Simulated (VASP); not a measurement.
Calculation: PBE GGA, VASP's PBE PAW potentials (set 64) (plane waves; VASP).

VASP input:

### KPOINTS
```
Automatic mesh
0
Gamma
6 6 4
0 0 0
```

**INCAR**
```
SYSTEM  =  Te
PREC  =  Accurate; ENCUT  =  500; LREAL  =  .False.
LASPH  =  .True.
EDIFF  =  1E-6; NELM  =  100; ALGO  =  Normal
LMAXMIX  =  4
ISMEAR  =  0; SIGMA  =  0.05
GGA  =  PE
IBRION  =  2; NSW  =  40; ISIF  =  3
EDIFFG  =  -0.02; PSTRESS  =  50
LWAVE  =  .False.; LCHARG  =  .False.
```

POSCAR:
```
Te
1.0
  2.2671593274  -3.9268348283   0.0000000000
  2.2671593274   3.9268348283   0.0000000000
  0.0000000000   0.0000000000   5.9565982765
Te
3
Cart
  0.6037540525   1.0457326102   3.9710675032
  3.3268105497   0.0000000000   0.0000000000
  0.6037540525  -1.0457326102   1.9855307733
```

POTCAR, in this order: Te (PBE.64 set). Program: vasp_std.

Question: What will the output report for the number of irreducible k-points (NKPTS), largest plane-wave count, number of space-group operations, FFT grid (NGX, NGY, NGZ)?

Answer: 
```
Property                                       Value
--------------------------------------  ------------
number of irreducible k-points (NKPTS)            24
largest plane-wave count                        2722
number of space-group operations                   6
FFT grid (NGX, NGY, NGZ)                36 × 36 × 48
```

The compound is Te in the trig structure. This run relaxes it under an external pressure of 5 GPa. Symmetry was kept, so distortions that lower it aren't found.
